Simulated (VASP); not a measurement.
Level of theory: PBE GGA, VASP's PBE PAW potentials (set 64) (plane waves; VASP).

Gaps are without spin-orbit coupling.

### Question
Order these relaxed crystals by band gap, smallest first: Be2C, Fm-3m (225); NaF, Fm-3m (225); LiF, Fm-3m (225); BaS, Fm-3m (225).

### Answer
Be2C, Fm-3m (225) (1.16 eV), BaS, Fm-3m (225) (2.16 eV), NaF, Fm-3m (225) (6.10 eV), LiF, Fm-3m (225) (8.91 eV)
